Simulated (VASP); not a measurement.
# Cd4TeO3 (I-42m) in VASP: relaxation of cell and atoms with PBE

Aim: the relaxation of cell and atoms of Cd4TeO3 with PBE.

Program: VASP 6.6.1. These are calculated values, not measurements. Logs are shortened: lines on timing, memory, paths and dates and some standing lists are left out, and cuts for length are marked.

## Step 1: The crystal as given

It takes space group I-42m (No. 121, tetragonal). The conventional cell has a = 5.320 Å, b = 5.320 Å, c = 10.640 Å, α = 90.00°, β = 90.00°, γ = 90.00°. Cd (site symmetry m) has 3 O at 2.27 to 2.30 Å and 1 Te at 2.33 Å as nearest neighbours. Te (site symmetry -42m) is surrounded by 4 Cd at 2.33 Å. O (site symmetry -42m) has 4 Cd at 2.27 Å as nearest neighbours. O (site symmetry -4) is surrounded by 4 Cd at 2.30 Å.

The cell was built by a generator and needn't be a form met in nature.

## Step 2: Relaxation of cell and atoms, PBE

INCAR

```
SYSTEM = Cd4TeO3
PREC = Normal
ENCUT = 520
EDIFF = 1E-4
ISMEAR = 0
SIGMA = 0.15
LREAL = .False.
LASPH = .True.
NELM = 60
ALGO = Fast
ISIF = 3
LWAVE = .False.
LCHARG = .False.
GGA = PE
IBRION = 2
NSW = 24
EDIFFG = -0.08
```

KPOINTS

```
Automatic mesh
0
Gamma
  4 4 4
  0 0 0
```

POSCAR

```
Cd4TeO3
1.0
   -2.6600000000      2.6600000000      5.3200000000
    2.6600000000     -2.6600000000      5.3200000000
    2.6600000000      2.6600000000     -5.3200000000
Cd Te O
4 1 3
Direct
    0.1300000000      0.1300000000      0.5100000000
    0.6200000000      0.6200000000      0.4900000000
    0.3800000000      0.8700000000      0.0000000000
    0.8700000000      0.3800000000      0.0000000000
    0.0000000000      0.0000000000      0.0000000000
    0.5000000000      0.5000000000      0.0000000000
    0.7500000000      0.2500000000      0.5000000000
    0.2500000000      0.7500000000      0.5000000000
```

Potentials or basis: VASP PAW PBE potentials, release 64 (Cd, Te, O).

Run with:

```console
$ cat potpaw_PBE.64/Cd/POTCAR potpaw_PBE.64/Te/POTCAR potpaw_PBE.64/O/POTCAR > POTCAR
$ mpirun -np 1 vasp_std > vasp.out
```

OUTCAR:

```text
SYSTEM = Cd4TeO3
   PREC = Normal
   ENCUT = 520
   EDIFF = 1E-4
   ISMEAR = 0
   LREAL = .False.
   LASPH = .True.
   NELM = 60
   ISIF = 3
   GGA = PE
   IBRION = 2
   NSW = 24
   EDIFFG = -0.08

 ion  position               nearest neighbor table
   1  0.130  0.130  0.510-   6 2.27   7 2.30   8 2.30   5 2.33   2 3.69   3 3.72   4 3.72   4 3.76
                             3 3.76   3 3.76   4 3.76   2 3.76   2 3.76
   2  0.620  0.620  0.490-   6 2.27   7 2.30   8 2.30   5 2.33   1 3.69   3 3.72   4 3.72   4 3.76
                             3 3.76   3 3.76   4 3.76   1 3.76   1 3.76
   3  0.380  0.870  0.000-   6 2.27   7 2.30   8 2.30   5 2.33   4 3.69   1 3.72   2 3.72   2 3.76
                             2 3.76   1 3.76   1 3.76   4 3.76   4 3.76
   4  0.870  0.380  0.000-   6 2.27   8 2.30   7 2.30   5 2.33   3 3.69   1 3.72   2 3.72   2 3.76
                             2 3.76   1 3.76   1 3.76   3 3.76   3 3.76
   5  0.000  0.000  0.000-   1 2.33   2 2.33   4 2.33   3 2.33
   6  0.500  0.500  0.000-   1 2.27   3 2.27   4 2.27   2 2.27
   7  0.750  0.250  0.500-   2 2.30   4 2.30   3 2.30   1 2.30
   8  0.250  0.750  0.500-   2 2.30   3 2.30   4 2.30   1 2.30

  LATTYP: Found a body centered tetragonal cell.
 ALAT       =     5.3200000000
 C/A-ratio  =     2.0000000000

  Lattice vectors:

 A1 = (  -2.6600000000,   2.6600000000,   5.3200000000)
 A2 = (   2.6600000000,  -2.6600000000,   5.3200000000)
 A3 = (   2.6600000000,   2.6600000000,  -5.3200000000)

Analysis of symmetry for initial positions (statically):
=====================================================================
 Subroutine PRICEL returns:
 Original cell was already a primitive cell.

 Routine SETGRP: Setting up the symmetry group for a
 body centered tetragonal supercell.

 Subroutine GETGRP returns: Found  8 space group operations
 (whereof  8 operations were pure point group operations)
 out of a pool of 16 trial point group operations.

The static configuration has the point symmetry D_2d.

Analysis of symmetry for dynamics (positions and initial velocities):
=====================================================================
 Subroutine PRICEL returns:
 Original cell was already a primitive cell.

 Routine SETGRP: Setting up the symmetry group for a
 body centered tetragonal supercell.

 Subroutine GETGRP returns: Found  8 space group operations
 (whereof  8 operations were pure point group operations)
 out of a pool of 16 trial point group operations.

The dynamic configuration has the point symmetry D_2d.

 Subroutine INISYM returns: Found  8 space group operations
 (whereof  8 operations are pure point group operations),
 and found     1 'primitive' translations

----------------------------------------------------------------------------------------

                                     Primitive cell

  volume of cell :     150.5688

  direct lattice vectors                    reciprocal lattice vectors
    -2.660000000  2.660000000  5.320000000     0.000000000  0.187969925  0.093984962
     2.660000000 -2.660000000  5.320000000     0.187969925  0.000000000  0.093984962
     2.660000000  2.660000000 -5.320000000     0.187969925  0.187969925  0.000000000

  length of vectors
     6.515642716  6.515642716  6.515642716     0.210156765  0.210156765  0.265829617

  position of ions in fractional coordinates (direct lattice)
     0.130000000  0.130000000  0.510000000
     0.620000000  0.620000000  0.490000000
     0.380000000  0.870000000  0.000000000
     0.870000000  0.380000000  0.000000000
     0.000000000  0.000000000  0.000000000
     0.500000000  0.500000000  0.000000000
     0.750000000  0.250000000  0.500000000
     0.250000000  0.750000000  0.500000000

  ion indices of the primitive-cell ions
   primitive index   ion index
                 1           1
                 2           2
                 3           3
                 4           4
                 5           5
                 6           6
                 7           7
                 8           8

----------------------------------------------------------------------------------------

 KPOINTS: Automatic mesh

Automatic generation of k-mesh.
 Grid dimensions read from file:
 generate k-points for:    4    4    4

 Generating k-lattice:

  Cartesian coordinates                     Fractional coordinates (reciprocal lattice)
     0.000000000  0.046992481  0.023496241     0.250000000  0.000000000  0.000000000
     0.046992481  0.000000000  0.023496241     0.000000000  0.250000000  0.000000000
     0.046992481  0.046992481  0.000000000     0.000000000  0.000000000  0.250000000

  Length of vectors
     0.052539191  0.052539191  0.066457404

  Shift w.r.t. Gamma in fractional coordinates (k-lattice)
     0.000000000  0.000000000  0.000000000

 Subroutine IBZKPT returns following result:
 ===========================================

 Found     13 irreducible k-points:

 Following reciprocal coordinates:
            Coordinates               Weight
  0.000000  0.000000  0.000000      1.000000
  0.250000  0.000000  0.000000      8.000000
  0.500000  0.000000  0.000000      4.000000
  0.250000  0.250000  0.000000      8.000000
  0.500000  0.250000  0.000000     16.000000
 -0.250000  0.250000  0.000000      4.000000
  0.500000  0.500000  0.000000      2.000000
  0.250000  0.250000  0.250000      2.000000
 -0.250000  0.250000  0.250000      4.000000
  0.500000  0.500000  0.250000      4.000000
 -0.250000  0.500000  0.250000      8.000000
 -0.250000 -0.250000  0.250000      2.000000
  0.500000  0.500000  0.500000      1.000000
   k-points           NKPTS =     13   k-points in BZ     NKDIM =     13   number of bands    NBANDS=     43
   number of dos      NEDOS =    301   number of ions     NIONS =      8
   total plane-waves  NPLWV =  46656
   dimension x,y,z NGX =    36 NGY =   36 NGZ =   36
   dimension x,y,z NGXF=    72 NGYF=   72 NGZF=   72
   ions per type =               4   1   3
   NGX,Y,Z   is equivalent  to a cutoff of   9.19,  9.19,  9.19 a.u.
   NGXF,Y,Z  is equivalent  to a cutoff of  18.37, 18.37, 18.37 a.u.
 SYSTEM =  Cd4TeO3
   PREC   = normal    normal or accurate (medium, high low for compatibility)
   ISTART =      0    job   : 0-new  1-cont  2-samecut
   ICHARG =      2    charge: 1-file 2-atom 10-const
   ISPIN  =      1    spin polarized calculation?
   LNONCOLLINEAR =      F non collinear calculations
   LSORBIT =      F    spin-orbit coupling
   LASPH  =      T    aspherical Exc in radial PAW
   ENCUT  =  520.0 eV  38.22 Ry    6.18 a.u.  12.11 12.11 12.11*2*pi/ulx,y,z
   NELM   =     60;   NELMIN=  2; NELMDL= -5     # of ELM steps
   EDIFF  = 0.1E-03   stopping-criterion for ELM
   LREAL  =      F    real-space projection
   EDIFFG = -.8E-01   stopping-criterion for IOM
   NSW    =     24    number of steps for IOM
   IBRION =      2    ionic relax: 0-MD 1-quasi-New 2-CG
   NFREE  =      1    steps in history (QN), initial steepest desc. (CG)
   ISIF   =      3    stress and relaxation
   ISYM   =      2    0-nonsym 1-usesym 2-fastsym
   POTIM  = 0.5000    time-step for ionic-motion
   TEBEG  =    0.0;   TEEND  =   0.0 temperature during run
   PSTRESS=    0.0 pullay stress
   NELECT =      72.0000    total number of electrons
   NUPDOWN=      -1.0000    fix difference up-down
   EMIN   =  10.00;   EMAX   =-10.00  energy-range for DOS
   EFERMI =   0.00;   METHOD = LEGACY
   ISMEAR =     0;   SIGMA  =   0.15  broadening in eV -4-tet -1-fermi 0-gaus
   EFERMI_NEDOS =   21; number of points for ismear=-14 and -15
   IALGO  =     68    algorithm
   IMIX   =      4    mixing-type and parameters
     AMIX     =   0.40;   BMIX     =  1.00
     AMIX_MAG =   1.60;   BMIX_MAG =  1.00
  volume/ion in A,a.u.               =      18.82       127.01
  Fermi-wavevector in a.u.,A,eV,Ry     =   1.280189  2.419206 22.298363  1.638883
  Thomas-Fermi vector in A             =   2.412631
   LORBIT       =      0    0 simple, 1 ext, 2 COOP (PROOUT), +10 PAW based schemes
   GGA     = PE    functional components
   LHFCALC =     F    Hartree Fock is set to
   AEXX    =    0.0000 exact exchange contribution
   IVDW    =     0    specifies the selected vdW correction
   LEPSILON=     F    determine dielectric tensor
   LRPA    =     F    only Hartree local field effects (RPA)
 conjugate gradient relaxation of ions
 non-spin polarized calculation
 RMM-DIIS sequential band-by-band and
 Gauss-broadening in eV      SIGMA  =   0.15
  energy-cutoff  :      520.00
  volume of cell :      150.57
 maximum number of plane-waves:      4072
   NGX = 25   NGY = 25   NGZ = 25

--------------------------------------- Ionic step        1  -------------------------------------------

 number of electron      71.9999922 magnetization

 Free energy of the ion-electron system (eV)
  ---------------------------------------------------
  ext. energy  EPLUGINS =         0.00000000
  ---------------------------------------------------
  free energy    TOTEN  =       -23.41253464 eV

  energy without entropy =      -23.41084744  energy(sigma->0) =      -23.41169104

 E-fermi :   2.1254     XC(G=0): -10.0162

 val. band max:        1.9401772741   @ k =   0.0000   0.0000   0.0000
 cond. band min:       2.2454910266   @ k =   0.0000   0.0000   0.0000
 fundamental gap:      0.3053137525
 Fermi energy:         2.1254436318

 k-point     1 :       0.0000    0.0000    0.0000
  band No.  band energies     occupation
      1     -14.5482      2.00000
      2     -14.3056      2.00000
      3     -14.2204      2.00000
      4     -10.8399      2.00000
      5      -6.4612      2.00000
      6      -6.4304      2.00000
[... 861 lines left out ...]
 POSITION                                       TOTAL-FORCE (eV/Angst)
 -----------------------------------------------------------------------------------
      1.57206      1.57206     -1.53607         0.215607      0.215607     -0.241351
      1.15696      1.15696      3.87842        -0.215607     -0.215607     -0.241351
      1.15696     -1.15696      6.95057        -0.215607      0.215607      0.241351
     -1.15696      1.15696      6.95057         0.215607     -0.215607      0.241351
     -0.00000      0.00000      0.00000         0.000000      0.000000      0.000000
      0.00000      0.00000      5.41449        -0.000000      0.000000      0.000000
     -0.00000      2.72902      2.70725         0.000000      0.000000      0.000000
      2.72902     -0.00000      2.70725        -0.000000      0.000000      0.000000
 -----------------------------------------------------------------------------------
    total drift:                               -0.000015     -0.000015      0.000015

  FREE ENERGIE OF THE ION-ELECTRON SYSTEM (eV)
  ---------------------------------------------------
  free  energy   TOTEN  =       -27.0719918596 eV

  energy  without entropy=      -27.0656951052  energy(sigma->0) =      -27.06884348

--------------------------------------- Ionic step        8  -------------------------------------------

 number of electron      72.0000019 magnetization

 Free energy of the ion-electron system (eV)
  ---------------------------------------------------
  ext. energy  EPLUGINS =         0.00000000
  ---------------------------------------------------
  free energy    TOTEN  =       -27.12626648 eV

  energy without entropy =      -27.11975979  energy(sigma->0) =      -27.12301314

 E-fermi :   1.3020     XC(G=0):  -9.6697

 val. band max:        1.1910564611   @ k =   0.0000   0.0000   0.0000
 cond. band min:       2.3641906364   @ k =   0.2500   0.0000   0.0000
 fundamental gap:      1.1731341752
 Fermi energy:         1.3020352564

 k-point     1 :       0.0000    0.0000    0.0000
  band No.  band energies     occupation
      1     -15.4770      2.00000
      2     -15.2765      2.00000
      3     -15.2181      2.00000
      4      -9.1574      2.00000
      5      -6.3632      2.00000
      6      -6.2133      2.00000
[... 600 lines left out ...]
 VOLUME and BASIS-vectors are now :
 -----------------------------------------------------------------------------
  energy-cutoff  :      520.00
  volume of cell :      164.15
      direct lattice vectors                 reciprocal lattice vectors
    -2.750391023  2.750391023  5.425054002     0.000000000  0.181792333  0.092164981
     2.750391023 -2.750391023  5.425054002     0.181792333  0.000000000  0.092164981
     2.750391023  2.750391023 -5.425054002     0.181792333  0.181792333  0.000000000

 POSITION                                       TOTAL-FORCE (eV/Angst)
 -----------------------------------------------------------------------------------
      1.60775      1.60775     -1.56354         0.008620      0.008620     -0.038376
      1.14264      1.14264      3.86151        -0.008620     -0.008620     -0.038376
      1.14264     -1.14264      6.98859        -0.008620      0.008620      0.038376
     -1.14264      1.14264      6.98859         0.008620     -0.008620      0.038376
     -0.00000      0.00000      0.00000        -0.000000     -0.000000     -0.000000
      0.00000      0.00000      5.42505        -0.000000     -0.000000     -0.000000
      0.00000      2.75039      2.71253        -0.000000     -0.000000     -0.000000
      2.75039      0.00000      2.71253        -0.000000     -0.000000     -0.000000
 -----------------------------------------------------------------------------------
    total drift:                               -0.000016     -0.000016      0.000021

  FREE ENERGIE OF THE ION-ELECTRON SYSTEM (eV)
  ---------------------------------------------------
  free  energy   TOTEN  =       -27.1262664838 eV

  energy  without entropy=      -27.1197597878  energy(sigma->0) =      -27.12301314

 reached required accuracy - stopping structural energy minimisation
```

Wall time 4.3 min (1 thread of AMD EPYC 7R13 (Zen 3), shared host); peak memory 0.23 GiB.

What came out:

```yaml
Free_energy: -27.1263 eV
Relaxed_volume: 20.52 Å³/atom
Relaxed_cell: a = 6.675 Å, b = 6.675 Å, c = 6.675 Å, α = 131.34°, β = 131.34°, γ = 71.28°
Space_group_after_relaxing_to_0.05_Å: I-42m (No. 121)
Energy_gained_by_relaxing: 464.2 meV/atom
Ionic_steps: 8
Pressure_after_relaxing: 0.1 GPa
Largest_force_after_relaxing: 0.040 eV/Å
Band_gap_on_the_k_mesh: none (metal or under the smearing width)
```

Forces in eV/Å, atoms in the order of the input:
```
Cd   0.009  0.009 -0.038
Cd  -0.009 -0.009 -0.038
Cd  -0.009  0.009  0.038
Cd   0.009 -0.009  0.038
Te   0.000  0.000  0.000
O    0.000  0.000  0.000
O    0.000  0.000  0.000
O    0.000  0.000  0.000
```

Step by step:
| step | energy change (eV) | largest force (eV/Å) | pressure (GPa) | volume (Å³) |
| --- | --- | --- | --- | --- |
| 1 | 0.0000 | 5.7206 | 16.45 | 150.57 |
| 2 | -2.6306 | 0.2118 | -8.93 | 196.73 |
| 3 | -3.1047 | 1.1257 | -4.34 | 180.25 |
| 4 | -3.5578 | 0.6942 | -1.15 | 169.17 |
| 5 | -3.6590 | 0.4109 | 1.14 | 162.15 |
| 6 | -3.6585 | 0.3627 | 2.03 | 160.82 |
| 7 | -3.6595 | 0.3889 | 1.86 | 161.30 |
| 8 | -3.7137 | 0.0403 | 0.14 | 164.15 |

Final structure:
```xyz
8
Lattice="-2.7504 2.7504 5.4251 2.7504 -2.7504 5.4251 2.7504 2.7504 -5.4251" Properties=species:S:1:pos:R:3 pbc="T T T"
Cd    1.6077    1.6077   -1.5635
Cd    1.1426    1.1426    3.8615
Cd    1.1426   -1.1426    6.9886
Cd   -1.1426    1.1426    6.9886
Te    0.0000    0.0000    0.0000
O     0.0000    0.0000    5.4251
O     0.0000    2.7504    2.7125
O     2.7504    0.0000    2.7125
```

Levels at points of the mesh, in eV from the Fermi level:
```csv
k point,band 32,band 33,band 34,band 35,band 36,band 37,band 38,band 39,band 40,band 41
"(0.00, 0.00, 0.00)",-1.63,-1.63,-0.55,-0.21,-0.11,-0.11,3.82,4.31,5.18,5.18
"(0.50, 0.00, 0.00)",-1.57,-1.16,-1.03,-0.75,-0.47,2.43,2.58,4.62,5.00,5.50
"(0.50, 0.50, 0.00)",-1.30,-1.03,-0.58,-0.48,-0.17,2.25,2.28,4.26,4.27,4.84
"(0.50, 0.50, 0.50)",-1.55,-1.46,-1.46,-0.28,-0.28,1.99,2.36,3.97,4.28,5.43
```

Caveat: the k mesh is coarse (spacing up to 0.42 Å⁻¹), so the values aren't converged; the relaxation stopped at a loose force limit of 0.08 eV/Å, so its end isn't a converged minimum. Spin-orbit coupling is left out, which matters for the levels of Te.
